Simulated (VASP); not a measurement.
Method: PBEsol GGA, VASP's PBE PAW potentials (set 64) (plane waves; VASP).

VASP input:

POSCAR:
```
Pm
1.0
 -3.0439274791   3.0439274791   1.7179904403
  3.0439274791  -3.0439274791   1.7179904403
  3.0439274791   3.0439274791  -1.7179904403
Pm
2
Cart
  0.0000000000   3.1439274789   0.8589952202
 -3.0439274791   3.0439274791   1.7179904403
```

KPOINTS:
```
kpoints
0
G
 12 12 12
```

**INCAR**
```
# general
SYSTEM  = Pm
PREC    = Accurate
ENCUT   = 480
LREAL   = .FALSE.
LASPH   = .TRUE.

# electronic loop
EDIFF   = 1E-7
NELM    = 100
ALGO    = Normal
LMAXMIX = 6

# smearing
ISMEAR  = 1
SIGMA   = 0.1

# functional
GGA     = PS

# ions
ISIF    = 2

# output
LWAVE   = .FALSE.
LCHARG  = .FALSE.
```

POTCAR, in this order: Pm_3 (PBE.64 set). Program: vasp_std.

The resulting files:

OSZICAR:
```
       N       E                     dE             d eps       ncg     rms          rms(c)
DAV:   1     0.854461629887E+02    0.85446E+02   -0.10611E+04 14280   0.124E+03
DAV:   2    -0.732582520948E+01   -0.92772E+02   -0.92019E+02 17900   0.267E+02
DAV:   3    -0.951914922825E+01   -0.21933E+01   -0.21658E+01 19341   0.330E+01
DAV:   4    -0.953797632949E+01   -0.18827E-01   -0.18752E-01 16422   0.378E+00
DAV:   5    -0.953822000686E+01   -0.24368E-03   -0.24366E-03 19432   0.396E-01    0.244E+01
DAV:   6    -0.950468221270E+01    0.33538E-01   -0.69402E-02 15001   0.175E+00    0.145E+01
DAV:   7    -0.950417596273E+01    0.50625E-03   -0.78262E-02 16205   0.185E+00    0.558E-01
DAV:   8    -0.950264169848E+01    0.15343E-02   -0.82510E-03 15596   0.615E-01    0.757E-02
DAV:   9    -0.950262975587E+01    0.11943E-04   -0.30434E-04 19782   0.128E-01    0.262E-02
DAV:  10    -0.950262899590E+01    0.75997E-06   -0.85592E-06 15890   0.249E-02    0.588E-03
DAV:  11    -0.950262890333E+01    0.92571E-07   -0.45224E-07 19243   0.497E-03
   1 F= -.95026289E+01 E0= -.95029867E+01  d E =0.107345E-02
```

File OUTCAR:
```
------------------------ aborting loop because EDIFF is reached ----------------------------------------
  FORCE on cell =-STRESS in cart. coord.  units (eV):
  Direction    XX          YY          ZZ          XY          YZ          ZX
  --------------------------------------------------------------------------------------
  Total       -0.0029201      0.0278977      0.0155506      0.0000000     -0.4422275      0.0000000
  in kB       -0.0734788      0.7019886      0.3912996      0.0000000    -11.1277398      0.0000000
  external PRESSURE =       0.3399365 kB  Pullay stress =       0.0000000 kB
  volume of cell :       63.67
      direct lattice vectors                 reciprocal lattice vectors
    -3.043927479  3.043927479  1.717990440     0.000000000  0.164261469  0.291037708
     3.043927479 -3.043927479  1.717990440     0.164261469  0.000000000  0.291037708
     3.043927479  3.043927479 -1.717990440     0.164261469  0.164261469  0.000000000
 POSITION                                       TOTAL-FORCE (eV/Angst)
 -----------------------------------------------------------------------------------
      0.00000      3.14393      0.85900         0.000000     -0.269340      0.018702
      0.00000      0.00000      0.00000         0.000000      0.269340     -0.018702
 -----------------------------------------------------------------------------------
    total drift:                                0.000000      0.000001     -0.000000
  FREE ENERGIE OF THE ION-ELECTRON SYSTEM (eV)
  ---------------------------------------------------
  free  energy   TOTEN  =        -9.5026289033 eV

  energy  without entropy=       -9.5037023517  energy(sigma->0) =       -9.50298672
```
(Selected blocks of OUTCAR.)

**OUTCAR**
```
 val. band max:        3.3106446576   @ k =   0.4167  -0.2500   0.3333

 cond. band min:       3.3132022147   @ k =  -0.3333  -0.4167   0.0833


 Fermi energy:         3.3117873584

 k-point     1 :       0.0000    0.0000    0.0000
  band No.  band energies     occupation
      1     -36.2842      2.00000
      2     -35.8960      2.00000
      3     -17.1578      2.00000
      4     -17.1242      2.00000
      5     -15.8888      2.00000
      6     -15.8787      2.00000
      7     -15.7681      2.00000
      8     -15.7302      2.00000
      9      -0.6658      2.00000
     10       0.8942      2.00000
     11       2.7399      2.00000
     12       3.0666      2.00287
     13       3.9408     -0.00000
     14       6.6000      0.00000
     15       6.6283      0.00000

 k-point     2 :       0.0833   -0.0000    0.0000
  band No.  band energies     occupation
      1     -36.2748      2.00000
      2     -35.8960      2.00000
      3     -17.1287      2.00000
      4     -17.1191      2.00000
      5     -15.9661      2.00000
      6     -15.9369      2.00000
      7     -15.7655      2.00000
      8     -15.7457      2.00000
      9      -0.4608      2.00000
     10       1.0069      2.00000
     11       2.7774      2.00000
     12       3.3233      0.80599
     13       4.0080     -0.00000
     14       5.4918      0.00000
     15       5.6636      0.00000

 k-point     3 :       0.0833   -0.0000   -0.0833
  band No.  band energies     occupation
      1     -36.2740      2.00000
      2     -35.8968      2.00000
      3     -17.1543      2.00000
      4     -17.0939      2.00000
      5     -15.9633      2.00000
      6     -15.9413      2.00000
      7     -15.7804      2.00000
      8     -15.7282      2.00000
      9      -0.4609      2.00000
     10       1.0049      2.00000
     11       2.7872      2.00000
     12       3.3015      1.17347
     13       4.0455     -0.00000
     14       5.4861      0.00000
     15       5.6408      0.00000
...
```

The 4f electrons are frozen in the core of the lanthanide potential, so 4f levels, which can set the real gap, and their magnetism are missing.

The structure was generated: Pm was put into the beta-Sn type (I4_1/amd), which need not be its known phase. This cell was strained or had an atom moved on purpose.
